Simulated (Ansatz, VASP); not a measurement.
**PIr in VASP and in Ansatz**

```xyz
2
Lattice="0.0000 2.4811 2.4811 2.4811 0.0000 2.4811 2.4811 2.4811 0.0000" Properties=species:S:1:pos:R:3 pbc="T T T"
Ir    0.0000    0.0000    0.0000
P     2.4811    2.4811    2.4811
```

Change from the starting cell: volume scaled by 1.02, PAW files.

Alike in both runs: task electric field gradients; functional PBE; k mesh 13 × 13 × 13; occupations fermi-dirac, width 0.05 eV; no spin polarisation.

|  | VASP | Ansatz |
| --- | --- | --- |
| version | VASP 6.6.1 | Ansatz 0.2.0 |
| potentials or method | VASP PAW PBE potentials, release 64 (Ir, P) | PAW with Ansatz's default frozen-core files, scalar-relativistic |
| plane-wave cutoff (eV) | 520 | 420 |
| valence electrons in the cell | 14 | 22 |

|  | VASP | Ansatz | Ansatz less VASP |
| --- | --- | --- | --- |
| pressure (GPa) | -3.5 | -3.9 | -0.35 |
| Vzz of the field gradient on the site that differs most (V/Å²) | 0.0 | 0.0 | 0.00 |

The functional is the same, so the differences come from potentials, cutoffs and numerics. The two sets of potentials don't hold the same shells in valence. Ansatz warned: «gradients_without_spin_orbit».

Spin-orbit coupling is left out, which matters for the levels of Ir.
